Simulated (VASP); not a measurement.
All values below come from PBEsol GGA, VASP's PBE PAW potentials (set 64) (plane waves; VASP 6.6.1).

A VASP calculation is set up with these files.

**KPOINTS**
```
kpoints
0
G
 13 13 13
```

### INCAR
```
! general
SYSTEM =PtAl2
PREC   =Accurate
ENCUT  =300
LREAL  =.FALSE.
LASPH  =.TRUE.

! electronic loop
EDIFF  =1E-6
NELM   =100
ALGO   =Normal
LMAXMIX=6

! smearing
ISMEAR =-1
SIGMA  =0.136

! functional
GGA    =PS

! ions
ISIF   =2

! output
LWAVE  =.FALSE.
LCHARG =.FALSE.
```

### POSCAR
```
PtAl2
1
    0.0000000000     3.0211920000     3.0211920000
    3.0211920000     0.0000000000     3.0211920000
    3.0211920000     3.0211920000     0.0000000000
Al Pt
2 1
Direct
  0.2500000000   0.2500000000   0.2500000000
  0.7500000000   0.7500000000   0.7500000000
  0.0000000000   0.0000000000   0.0000000000
```

POTCAR, in this order: Al Pt (PBE.64 set). Program: vasp_std.

The run wrote:

OSZICAR:
```
       N       E                     dE             d eps       ncg     rms          rms(c)
DAV:   1     0.276253861576E+02    0.27625E+02   -0.47075E+03  2140   0.695E+02
DAV:   2    -0.170814343079E+02   -0.44707E+02   -0.39761E+02  2468   0.143E+02
DAV:   3    -0.182864781373E+02   -0.12050E+01   -0.11916E+01  2560   0.231E+01
DAV:   4    -0.182960036641E+02   -0.95255E-02   -0.95190E-02  2368   0.241E+00
DAV:   5    -0.182961450121E+02   -0.14135E-03   -0.14134E-03  2556   0.300E-01    0.800E+00
DAV:   6    -0.178283155551E+02    0.46783E+00   -0.27296E+00  2340   0.158E+01    0.212E+00
DAV:   7    -0.177309215874E+02    0.97394E-01   -0.25296E-01  2232   0.500E+00    0.158E+00
DAV:   8    -0.176937480930E+02    0.37173E-01   -0.41521E-02  2324   0.185E+00    0.270E-01
DAV:   9    -0.176934283817E+02    0.31971E-03   -0.22821E-03  2436   0.455E-01    0.171E-01
DAV:  10    -0.176934826934E+02   -0.54312E-04   -0.23630E-04  2332   0.136E-01    0.214E-02
DAV:  11    -0.176934780060E+02    0.46874E-05   -0.20738E-05  2428   0.459E-02    0.903E-03
DAV:  12    -0.176934782325E+02   -0.22649E-06   -0.19553E-06  1920   0.107E-02
   1 F= -.17693478E+02 E0= -.17656292E+02  d E =-.743733E-01
```

OUTCAR:
```
------------------------ aborting loop because EDIFF is reached ----------------------------------------
  FORCE on cell =-STRESS in cart. coord.  units (eV):
  Direction    XX          YY          ZZ          XY          YZ          ZX
  --------------------------------------------------------------------------------------
  Total       -3.0428694     -3.0428694     -3.0428694     -0.0000000      0.0000000     -0.0000000
  in kB      -88.3952500    -88.3952500    -88.3952500     -0.0000000      0.0000000     -0.0000000
  external PRESSURE =     -88.3952500 kB  Pullay stress =       0.0000000 kB
  volume of cell :       55.15
      direct lattice vectors                 reciprocal lattice vectors
     0.000000000  3.021192000  3.021192000    -0.165497592  0.165497592  0.165497592
     3.021192000  0.000000000  3.021192000     0.165497592 -0.165497592  0.165497592
     3.021192000  3.021192000  0.000000000     0.165497592  0.165497592 -0.165497592
 POSITION                                       TOTAL-FORCE (eV/Angst)
 -----------------------------------------------------------------------------------
      1.51060      1.51060      1.51060        -0.000000     -0.000000      0.000000
      4.53179      4.53179      4.53179         0.000000      0.000000     -0.000000
      0.00000      0.00000      0.00000         0.000000     -0.000000      0.000000
 -----------------------------------------------------------------------------------
    total drift:                               -0.000000      0.000000      0.000000
  FREE ENERGIE OF THE ION-ELECTRON SYSTEM (eV)
  ---------------------------------------------------
  free  energy   TOTEN  =       -17.6934782325 eV

  energy  without entropy=      -17.6191049347  energy(sigma->0) =      -17.65629158
```
(Selected blocks of OUTCAR.)

At this cut-off the stress carries a Pulay error, which pulls relaxed volumes low.

The structure is a typed PtAl2 crystal. The cell was not relaxed at this level. The run is one of a series of settings (GGA = PS against the base run), some of them coarse on purpose.
